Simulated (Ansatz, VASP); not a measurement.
**GaAsCl2 (Cl-GaAs-Cl chair monolayer): VASP beside Ansatz**

One calculation is typed for both programs; each brings its own data sets. How far apart do they land? The cell is taken from a series of runs on this material, whose earlier steps may have relaxed, scaled, displaced or heated it; both programs get it as it stands.

Calculated with Ansatz 0.2.0; plane waves, with VASP 6.6.1 beside it; PBE with D3(BJ).

### 1. The structure

The cell holds 4 atoms: 2 Cl, 1 As and 1 Ga. Cell: a = 4.117 Å, b = 4.117 Å, c = 23.081 Å, α = 90.0°, β = 90.0°, γ = 120.0°. Vacuum lies along c.

### 2. VASP: single point, PBE with D3(BJ)

With cell and atoms fixed, the geometry can't cause a difference; cores, projectors, grids and the points listed under the comparison can.

Lines of VASP's logs that name or quote its potential files are left out, and so is its time.

The input, INCAR:

```
SYSTEM = GaAsCl2
PREC = Accurate
ENCUT = 400
EDIFF = 1E-06
NELM = 120
ISMEAR = -1
SIGMA = 0.02585
LREAL = .FALSE.
ALGO = Normal
GGA = PE
IVDW = 12
NBANDS = 22
LORBIT = 11
LWAVE = .FALSE.
LCHARG = .FALSE.
ISIF = 2
LDIPOL = .TRUE.
IDIPOL = 3
DIPOL = 0.5 0.5 0.5
LVHAR = .TRUE.
LASPH = .TRUE.
GGA_COMPAT = .FALSE.
EFERMI = MIDGAP
NELMDL = -8
```

The input, POSCAR:

```
GaAsCl2
1.0
    4.1174140024      0.0000000000      0.0000000000
   -2.0587070012      3.5657851240      0.0000000000
    0.0000000000      0.0000000000     23.0805960974
Cl As Ga
2 1 1
Direct
    0.6666666667      0.3333333333      0.3899379358
    0.3333333334      0.6666666666      0.6100620642
    0.6666666667      0.3333333333      0.4847535437
    0.3333333334      0.6666666666      0.5166217750
```

The input, KPOINTS:

```
Automatic mesh
0
Gamma
12 12 1
0 0 0
```

Potentials, in the order of the species: Cl, As and Ga_d (PBE family, release 64).

Started as:

```sh
mpirun -np 1 vasp_std
```

Numbers of over 12 decimals in the logs are rounded to 6 here.

The log of the run:

```text
[banner, memory and clock lines left out]
running    1 mpi-ranks, on    1 nodes
 distrk:  each k-point on    1 cores,    1 groups
 distr:  one band on    1 cores,    1 groups

 POSCAR found type information on POSCAR ClAsGa
 POSCAR found :  3 types and       4 ions
 LDA part: xc-table for (Slater+PW92), standard interpolation
 POSCAR, INCAR and KPOINTS ok, starting setup
 FFT: planning ... GRIDC
 FFT: planning ... GRID_SOFT
 FFT: planning ... GRID
 WAVECAR not read
 entering main loop
       N       E                     dE             d eps       ncg     rms          rms(c)
DAV:   1     0.223699415912E+03    0.22370E+03   -0.11108E+04   956   0.965E+02
DAV:   2     0.201364837729E+02   -0.20356E+03   -0.19451E+03  1186   0.225E+02
DAV:   3    -0.128016556127E+02   -0.32938E+02   -0.32555E+02  1006   0.946E+01
DAV:   4    -0.141240693165E+02   -0.13224E+01   -0.13182E+01  1128   0.233E+01
DAV:   5    -0.141617778955E+02   -0.37709E-01   -0.37688E-01  1092   0.367E+00
DAV:   6    -0.141642229015E+02   -0.24450E-02   -0.24449E-02  1280   0.946E-01
DAV:   7    -0.141642476952E+02   -0.24794E-04   -0.24793E-04  1092   0.100E-01
DAV:   8    -0.141642485040E+02   -0.80879E-06   -0.80884E-06  1156   0.186E-02    0.753E+00
DAV:   9    -0.137582200949E+02    0.40603E+00   -0.52811E-01  1318   0.120E+01    0.520E+00
DAV:  10    -0.137278714876E+02    0.30349E-01   -0.55880E-01  1206   0.910E+00    0.106E+00
DAV:  11    -0.137139932958E+02    0.13878E-01   -0.13154E-01  1150   0.504E+00    0.576E-01
DAV:  12    -0.137157135737E+02   -0.17203E-02   -0.24970E-02  1056   0.827E-01    0.187E-01
DAV:  13    -0.137156662876E+02    0.47286E-04   -0.11320E-03  1210   0.635E-01    0.120E-01
DAV:  14    -0.137161182408E+02   -0.45195E-03   -0.93415E-04  1004   0.195E-01    0.538E-02
[...]
DAV:  19    -0.137164609053E+02   -0.56362E-04   -0.45208E-06   868   0.125E-02    0.432E-03
DAV:  20    -0.137164945343E+02   -0.33629E-04   -0.14320E-06   876   0.114E-02    0.300E-03
DAV:  21    -0.137165128234E+02   -0.18289E-04   -0.59764E-07   780   0.699E-03    0.811E-04
DAV:  22    -0.137165243202E+02   -0.11497E-04   -0.54235E-07   716   0.347E-03    0.100E-03
DAV:  23    -0.137165275478E+02   -0.32275E-05   -0.11847E-07   700   0.207E-03    0.715E-04
DAV:  24    -0.137165289232E+02   -0.13754E-05   -0.47885E-08   682   0.146E-03    0.312E-04
DAV:  25    -0.137165307792E+02   -0.18560E-05   -0.52418E-08   604   0.117E-03    0.325E-04
DAV:  26    -0.137165312787E+02   -0.49948E-06   -0.22673E-08   688   0.915E-04
   1 F= -.14363765E+02 E0= -.14363765E+02  d E =-.255835E-09
```

From OUTCAR (step 2):

```text
ion  position               nearest neighbor table
   1  0.667  0.333  0.390-   3 2.19
   2  0.333  0.667  0.610-   4 2.16
   3  0.667  0.333  0.485-   1 2.19   4 2.49   4 2.49   4 2.49
   4  0.333  0.667  0.517-   2 2.16   3 2.49   3 2.49   3 2.49

  LATTYP: Found a hexagonal cell.
 ALAT       =     4.1174140024
 C/A-ratio  =     5.6056048976

 Subroutine GETGRP returns: Found  6 space group operations
 (whereof  6 operations were pure point group operations)

The static configuration has the point symmetry C_3v.

 Found     19 irreducible k-points:

   k-points           NKPTS =     19   k-points in BZ     NKDIM =     19   number of bands    NBANDS=     22

   dimension x,y,z NGX =    28 NGY =   28 NGZ =  160
   dimension x,y,z NGXF=    56 NGYF=   56 NGZF=  320

   ENCUT  =  400.0 eV  29.40 Ry    5.42 a.u.   6.71  6.71 37.64*2*pi/ulx,y,z

   NELECT =      32.0000    total number of electrons

 k-points in reciprocal lattice and weights: Automatic mesh
   0.00000000  0.00000000  0.00000000       0.007
   0.08333333 -0.00000000  0.00000000       0.042
   0.16666667 -0.00000000  0.00000000       0.042
   0.25000000 -0.00000000  0.00000000       0.042
   0.33333333  0.00000000  0.00000000       0.042
   0.41666667 -0.00000000  0.00000000       0.042
   0.50000000 -0.00000000  0.00000000       0.021
   0.08333333  0.08333333  0.00000000       0.042
   0.16666667  0.08333333  0.00000000       0.083
[...]
0.33333333  0.25000000  0.00000000       0.083
   0.33333333  0.33333333  0.00000000       0.014

 dipolmoment           0.000000      0.000000      0.077141 electrons x Angstroem

 average (electrostatic) potential at core
       1 -99.4728       2 -98.5276       3 -58.8042       4 -74.0380

 E-fermi :  -3.5661

 k-point     1 :       0.0000    0.0000    0.0000
  band No.  band energies     occupation
    ...
     12      -6.5784      2.00000
     13      -5.4809      2.00000
     14      -5.4809      2.00000
     15      -4.0472      2.00000
     16      -4.0472      2.00000
     17      -3.1037      0.00000
     18      -1.9694      0.00000
     19       0.6078      0.00000
     20       0.6078      0.00000
     21       1.5286      0.00000
    ...

 k-point     2 :       0.0833   -0.0000    0.0000
  band No.  band energies     occupation
    ...
     12      -6.6109      2.00000
     13      -5.5789      2.00000
     14      -5.5066      2.00000
     15      -4.5786      2.00000
     16      -4.1202      2.00000
     17      -2.4553      0.00000
     18      -1.9153      0.00000
     19       0.5069      0.00000
     20       0.8292      0.00000
     21       1.6253      0.00000
    ...

 k-point     3 :       0.1667   -0.0000    0.0000
  band No.  band energies     occupation
    ...
     12      -6.7005      2.00000
     13      -5.8124      2.00000
     14      -5.5756      2.00000
     15      -5.1567      2.00000
     16      -4.2902      2.00000
     17      -1.7974      0.00000
     18      -1.7138      0.00000
     19       0.5792      0.00000
     20       1.4182      0.00000
     21       1.8610      0.00000
    ...

 Edisp (eV)   -0.64723

  Total      -0.05281    -0.05281    -0.12696    -0.00000     0.00000     0.00000
  in kB      -0.24968    -0.24968    -0.60026    -0.00000     0.00000     0.00000
  external pressure =       -0.37 kB  Pullay stress =        0.00 kB

  energy-cutoff  :      400.00
  volume of cell :      338.87
      direct lattice vectors                 reciprocal lattice vectors
     4.117414002  0.000000000  0.000000000     0.242870889  0.140221573  0.000000000
    -2.058707001  3.565785124  0.000000000     0.000000000  0.280443147  0.000000000
     0.000000000  0.000000000 23.080596097     0.000000000  0.000000000  0.043326437

 POSITION                                       TOTAL-FORCE (eV/Angst)
 -----------------------------------------------------------------------------------
      2.05871      1.18860      9.00000         0.000000      0.000000     -0.010338
      0.00000      2.37719     14.08060         0.000000      0.000000     -0.030330
      2.05871      1.18860     11.18840         0.000000      0.000000      0.004676
      0.00000      2.37719     11.92394        -0.000000      0.000000      0.035991
 -----------------------------------------------------------------------------------
    total drift:                               -0.000005      0.000002     -0.002981

  FREE ENERGIE OF THE ION-ELECTRON SYSTEM (eV)
  ---------------------------------------------------
  free  energy   TOTEN  =       -14.3637654523 eV

  energy  without entropy=      -14.3637654520  energy(sigma->0) =      -14.36376545

 vacuum level on the upper side and lower side of the slab         2.924         1.973

 total charge
# of ion       s       p       d       tot
------------------------------------------
    1        1.610   3.469   0.000   5.079
    2        1.606   3.494   0.000   5.100
    3        1.232   1.469   0.057   2.758
    4        0.868   0.777  10.026  11.670
--------------------------------------------------
tot          5.316   9.209  10.083  24.607

[... 3 further parts left out ...]
```

### 3. Ansatz: single point, PBE with D3(BJ)

Ansatz runs on its PAW soft_1 files.

The same cell, functional, mesh and smearing now go to Ansatz, which takes its cutoff from its data sets.

The input, input.yaml:

```yaml
crystal:
  lattice:
    - [4.1174140024, 0.0, 0.0]
    - [-2.0587070012, 3.565785124, 0.0]
    - [0.0, 0.0, 23.0805960974]
  atoms:
    - { symbol: Cl, position: [0.6666666667, 0.3333333333, 0.3899379358] }
    - { symbol: As, position: [0.6666666667, 0.3333333333, 0.4847535437] }
    - { symbol: Ga, position: [0.3333333333, 0.6666666667, 0.516621775] }
    - { symbol: Cl, position: [0.3333333333, 0.6666666667, 0.6100620642] }
kpoints:
  mp_grid: { grid: [12, 12, 1] }
  band_path:
    path: [[0, 0, 0], [0.5, 0, 0], [0.33333333, 0.33333333, 0], [0, 0, 0]]
    npoints: 16
hamiltonian:
  xc: pbe
  dispersion: d3bj
  pseudopotentials: { kind: paw, azcp: { folder: soft_1 } }
scf:
  occupations: { method: fermi_dirac, width: 0.02585 }
  convergence: { dr2_threshold: 1.0e-10 }
efield:
  axis: 3
  dipole_correction: true
  ramp_position: 0.97
  ramp_width: 0.06
  amplitude: 0
output:
  dos: { projected: true, e_range: [-6, 5] }
  write_potential: true
  write_density: true
  volumetric_format: npy
  elf: true
```

Started as:

```sh
ansatz run input.yaml --threads 2 --pin off --max-ram 3072MiB --backend cpu --events-out ev --progress --plain --runs-dir out
```

The log of the run:

```text
Engine: ansatz 0.2.0, aarch64-unknown-linux-gnu
Pseudopotentials: kind: paw
Pseudopotential: Cl, paw, valence charge 7, recommended cutoff 420 eV (normal), soft_1/Cl.paw.azcp
Pseudopotential: As, paw, valence charge 15, recommended cutoff 420 eV (normal), soft_1/As.paw.azcp
Pseudopotential: Ga, paw, valence charge 13, recommended cutoff 420 eV (normal), soft_1/Ga.paw.azcp
Functional definition: PBE
  parameter kappa = 0.804
  parameter beta = 0.066725
  exchange = pbe_x(kappa = kappa, mu = beta*pi^2/3)
  correlation = pbe_c(beta = beta)
Crystal: 4 atoms, lattice volume = 338.865 Å³
Basis set: ecut = 420 eV, 6533 PW (Γ)
Bands: 26, of which v1, the nominal top of the filled ones, is band 21 counted from 1 (20 counted from 0)
Symmetry: 6 space group operations
Space group: P3m1 (ITA 156), of the structure as read, at distance tolerance 7.0e-5 Å
k-points: 19 of 144 (time reversal used)
Non-local potential: Cl, projectors of the file, l = 0: 2, l = 1: 2, l = 2: 1
Non-local potential: As, projectors of the file, l = 0: 2, l = 1: 2, l = 2: 3, l = 3: 1
Non-local potential: Ga, projectors of the file, l = 0: 2, l = 1: 2, l = 2: 3, l = 3: 1
PAW form: soft (Blöchl's): semilocal exchange-correlation on the pseudo side does not see the compensation charge
PAW one-centre angular grid: Cl, 110 points (default); XC on 64 Gauss nodes
PAW one-centre angular grid: As, 590 points (default); XC on 64 Gauss nodes
PAW one-centre angular grid: Ga, 590 points (default); XC on 64 Gauss nodes
Initial density: superposition of atomic densities (neutral atoms: chi_scale 0, normalization atom)
Initial wavefunctions: pseudopotential atomic-orbital guess
Functional: x = pbe(κ = 0.804, μ = 0.219515), c = pbe(β = 0.066725)
SCF iter   1: F=—  HF=-10801.701955 eV  |F-HF|=—  |Δ(HF+E_count)|=         —  Δρ=2.02e-2  dr2=1.76e0  ethr=3.10e-3  p=-0.000 e·Å  D=-8.89e-7 V/Å  ΔV_dip=0.00 eV  dr2_dipole=3.81e-2  V_vac-E_F(+/−)=5.77/5.77 eV  ⟨swp⟩=8.5  Hψ=2839  notcnv=0
efield: sawtooth ramp at fractional position 0.9700 (set: `efield.ramp_position`, or a place that a band, a saddle search or an elastic batch's reference lends), width 0.0600; the density the first Hamiltonian is built on has a dipole p = -0.000 e·Å; the dipole correction subtracts the counter field D = -8.89e-7 V/Å, which shifts the + side's vacuum level by +0.00 eV against the − side's; the planar-averaged density in the ramp window peaks in size at 2.5e-6 e/Å³
preconditioner: auto → Resta (q_TF=auto, 1.926 Å⁻¹)  ε∞=1.7  [insulator: Δε(μ)=1.103 eV  Ē_g=13.190 eV  σ=0.026 eV  W_gap=1.00  n_scr=44 (ndim 8)  ℏωp=11.4 eV  f_vac=0.656  D(μ)=0.00/eV (n_scr^D=0)  ε∞_Penn≈1.7  vacuum switching on, ρ_ref=1.3e-2 e/Å³]
SCF iter   2: F=—  HF=-10801.330321 eV  |F-HF|=—  |Δ(HF+E_count)|=   3.72e-1  Δρ=1.10e-2  dr2=3.73e-1  ethr=3.10e-3  p=-0.117 e·Å  D=-6.23e-2 V/Å  ΔV_dip=1.44 eV  dr2_dipole=2.55e-2  V_vac-E_F(+/−)=7.21/5.77 eV  ⟨swp⟩=3.5  Hψ=994  notcnv=0  defer=18
SCF iter   3: F=—  HF=-10801.304384 eV  |F-HF|=—  |Δ(HF+E_count)|=   2.59e-2  Δρ=5.29e-3  dr2=1.52e-1  ethr=8.88e-4  p=-0.021 e·Å  D=-1.13e-2 V/Å  ΔV_dip=0.26 eV  dr2_dipole=2.91e-2  V_vac-E_F(+/−)=6.13/5.87 eV  ⟨swp⟩=3.7  Hψ=922  notcnv=0  defer=18
SCF iter   4: F=—  HF=-10801.294213 eV  |F-HF|=—  |Δ(HF+E_count)|=   1.02e-2  Δρ=2.20e-3  dr2=5.52e-2  ethr=3.63e-4  p=-0.108 e·Å  D=-5.79e-2 V/Å  ΔV_dip=1.34 eV  dr2_dipole=1.22e-2  V_vac-E_F(+/−)=6.64/5.31 eV  ⟨swp⟩=4.4  Hψ=930  notcnv=0  defer=18
SCF iter   5: F=—  HF=-10801.284938 eV  |F-HF|=—  |Δ(HF+E_count)|=   9.28e-3  Δρ=7.55e-4  dr2=1.43e-3  ethr=1.31e-4  p=-0.077 e·Å  D=-4.10e-2 V/Å  ΔV_dip=0.95 eV  dr2_dipole=4.84e-6  V_vac-E_F(+/−)=6.50/5.56 eV  ⟨swp⟩=3.6  Hψ=791  notcnv=0  defer=18
SCF iter   6: F=—  HF=-10801.285374 eV  |F-HF|=—  |Δ(HF+E_count)|=   4.36e-4  Δρ=2.02e-4  dr2=2.01e-4  ethr=3.41e-6  p=-0.075 e·Å  D=-4.02e-2 V/Å  ΔV_dip=0.93 eV  dr2_dipole=7.07e-6  V_vac-E_F(+/−)=6.51/5.58 eV  ⟨swp⟩=2.9  Hψ=951  notcnv=0  defer=18
SCF iter   7: F=—  HF=-10801.285364 eV  |F-HF|=—  |Δ(HF+E_count)|=   9.79e-6  Δρ=8.48e-5  dr2=1.73e-5  ethr=4.79e-7  p=-0.076 e·Å  D=-4.07e-2 V/Å  ΔV_dip=0.94 eV  dr2_dipole=5.80e-8  V_vac-E_F(+/−)=6.50/5.56 eV  ⟨swp⟩=2.8  Hψ=756  notcnv=0  defer=18
SCF iter   8: F=—  HF=-10801.285380 eV  |F-HF|=—  |Δ(HF+E_count)|=   1.59e-5  Δρ=3.36e-5  dr2=4.96e-6  ethr=4.12e-8  p=-0.077 e·Å  D=-4.09e-2 V/Å  ΔV_dip=0.94 eV  dr2_dipole=1.96e-7  V_vac-E_F(+/−)=6.50/5.56 eV  ⟨swp⟩=2.0  Hψ=780  notcnv=0  defer=18
SCF iter   9: F=—  HF=-10801.285382 eV  |F-HF|=—  |Δ(HF+E_count)|=   2.32e-6  Δρ=9.54e-6  dr2=6.07e-7  ethr=1.18e-8  p=-0.076 e·Å  D=-4.08e-2 V/Å  ΔV_dip=0.94 eV  dr2_dipole=9.03e-9  V_vac-E_F(+/−)=6.50/5.56 eV  ⟨swp⟩=2.0  Hψ=744  notcnv=0  defer=18
SCF iter  10: F=—  HF=-10801.285402 eV  |F-HF|=—  |Δ(HF+E_count)|=   2.02e-5  Δρ=2.99e-6  dr2=3.56e-8  ethr=1.44e-9  p=-0.076 e·Å  D=-4.08e-2 V/Å  ΔV_dip=0.94 eV  dr2_dipole=7.77e-12  V_vac-E_F(+/−)=6.50/5.56 eV  ⟨swp⟩=3.0  Hψ=1072  notcnv=0  defer=18
SCF iter  11: F=—  HF=-10801.285402 eV  |F-HF|=—  |Δ(HF+E_count)|=  6.37e-10  Δρ=9.74e-7  dr2=5.80e-9  ethr=8.48e-11  p=-0.076 e·Å  D=-4.08e-2 V/Å  ΔV_dip=0.94 eV  dr2_dipole=4.32e-10  V_vac-E_F(+/−)=6.50/5.56 eV  ⟨swp⟩=2.0  Hψ=876  notcnv=0  defer=18
SCF iter  12: F=—  HF=-10801.285402 eV  |F-HF|=—  |Δ(HF+E_count)|=  9.93e-10  Δρ=4.42e-7  dr2=1.67e-9  ethr=1.38e-11  p=-0.076 e·Å  D=-4.08e-2 V/Å  ΔV_dip=0.94 eV  dr2_dipole=2.71e-10  V_vac-E_F(+/−)=6.50/5.56 eV  ⟨swp⟩=2.0  Hψ=872  notcnv=0  defer=18
SCF iter  13: F=—  HF=-10801.285402 eV  |F-HF|=—  |Δ(HF+E_count)|=  2.07e-10  Δρ=1.65e-7  dr2=1.38e-10  ethr=3.98e-12  p=-0.076 e·Å  D=-4.08e-2 V/Å  ΔV_dip=0.94 eV  dr2_dipole=2.35e-11  V_vac-E_F(+/−)=6.50/5.56 eV  ⟨swp⟩=2.1  Hψ=578  notcnv=0  defer=18
SCF iter  14: F=-10801.285402 eV  HF=-10801.285402 eV  |F-HF|=3.64e-12  |Δ(HF+E_count)|=  5.46e-11  Δρ=7.55e-8  dr2=3.19e-11  ethr=1.00e-12  p=-0.076 e·Å  D=-4.08e-2 V/Å  ΔV_dip=0.94 eV  dr2_dipole=4.62e-12  V_vac-E_F(+/−)=6.50/5.56 eV  ⟨swp⟩=11.3  Hψ=1718  notcnv=0
SCF 1 converged in 14 iterations: F = -10801.285402 eV  dr2 = 3.19e-11
  greatest PAW one-centre occupation: 0.999 electrons in one spin orbital (limit 2), on the As atom at site 1 (counted from 0), in its partial waves of l = 2
NSCF: frozen V_eff on 49 k-points
efield: sawtooth ramp at fractional position 0.9700 (kept from the solve that this one continues, or follows in the run), width 0.0600; the density the first Hamiltonian is built on has a dipole p = -0.076 e·Å; the dipole correction subtracts the counter field D = -4.08e-2 V/Å, which shifts the + side's vacuum level by +0.94 eV against the − side's; the planar-averaged density in the ramp window peaks in size at 2.6e-6 e/Å³
WARN: The output density's exchange-correlation potential varies sharply where the density is thin. Do not read a vacuum level from v_tot or v_xc, or from such a field of the output density. On a cell that repeats whose density bears no net charge and no dipole along the vacuum's axis use v_es (v_loc + v_h of the components); under efield.dipole_correction with no amplitude use v_es + v_field, which holds any externa [...]
SCF converged after 14 iterations
Free energy (F): -10801.285402 eV
Harris-Foulkes:  -10801.285402 eV  (|F-HF|=3.64e-12)
Internal energy: -10801.285402 eV  (E = F + TS)
E sigma→0 (E₀):  -10801.285402 eV
Fermi energy:    -2.869504 eV
Dipole field:    D = -0.040765 V/Å  (p = -0.076341 e·Å, saw-weighted, corrected)
Work function:   Φ+ = 6.5005 eV   Φ− = 5.5596 eV
Levels:          The Fermi level and band energies are counted from a zero that moves with the ramp; work functions are not
--- Per-component energies (eV) ---
  E_band       = -766.053426
  E_kinetic    = 512.348512
  E_local      = -29385.316680  (includes V_loc(G=0)·N_el)
  E_nonlocal   = -422.699599
  E_hartree    = 14708.299498
  E_xc         = -346.958200
  E_vxc        = -360.309158  (∫ρ·V_xc dr)
  E_paw        = -5324.080604  (= ΣΔE_a)
  E_vpaw       = -526.667037  (= ΣTr[D̂ρ^β])
  E_aug_tail   = 0.000000  (compensation charges beyond the density's cutoff)
  E_efield     = 0.001556  (sawtooth field / dipole correction)
  E_vefield    = -0.008756  (∫n·V_field dr)
  E_ewald      = 9457.767408
  E_disp       = -0.647293  (pairwise vdW)
  E_smearing   = -0.000000  (= −TS)
  E_closure    = -0.000000  (closes the sum)
  Σ components = -10801.285402   (vs F -10801.285402, Δ=0.00e0)
--- Band table (eV; the first three rows and the last of 19) ---
  k-point 0: bands = [... 17 lower, -4.7791, -4.7791, -3.3509, -3.3509, -2.4103, -1.2840, 1.3083, 1.3083, ... 1 higher]
  k-point 1: bands = [... 17 lower, -4.8765, -4.8047, -3.8803, -3.4235, -1.7624, -1.2299, 1.2066, 1.5295, ... 1 higher]
  k-point 2: bands = [... 17 lower, -5.1080, -4.8733, -4.4559, -3.5924, -1.1101, -1.0219, 1.2762, 2.1175, ... 1 higher]
  k-point 18: bands = [... 17 lower, -5.7385, -5.3538, -5.2054, -4.7147, -0.4329, 1.3493, 2.5892, 2.7290, ... 1 higher]
```

In the SCF lines HF is the Harris–Foulkes energy and dr2 the Hartree energy of the density residual, in eV; the loop may stop once dr2 is under the threshold and the program's other checks hold. Hψ counts applications of the Hamiltonian.

### 4. Comparison

Known differences besides the potentials themselves: the data sets hold 42 valence electrons in Ansatz (on its PAW soft_1 files) and 32 in VASP; the cutoff is 420 eV in Ansatz and 400 eV in VASP. Total energies have different zeros and are not compared.

Both answers:

```csv
quantity,Ansatz,VASP,difference
gap on the k mesh (eV),0.941,0.944,-0.003
```

A gap on the mesh is an upper bound, since the band edges may lie between its points. Where the cell holds vacuum, a pressure given here is an average over it and none of the material.

### 5. Outcome

```yaml
difference_in_gap_on_the_k_mesh_single_point_pbe_with_d3_bj: -0.0029 eV
```

**Reading.** The difference in gap on the k mesh is -0.0029 eV (single point, PBE with D3(BJ)), within the 0.08 eV picked in this series as the mark of a large difference. The data sets hold unlike numbers of valence electrons (42 in Ansatz and 32 in VASP), so part of the differences may come from the potentials. How closely two codes agree says nothing of how well the functional describes the real material.

[Lines on the potential files, build, host, timing and source positions are cut from VASP's logs without a mark.]

[Logs are printed without paths, hosts, clocks, repeated set-up lines and the standing remarks that a program may print on its own settings, such as how far it seeks lower states.]

[Hosts, paths, dates, database ids (printed as entryN), source tags and the programs' standing remarks are cut or masked in the printed files.]
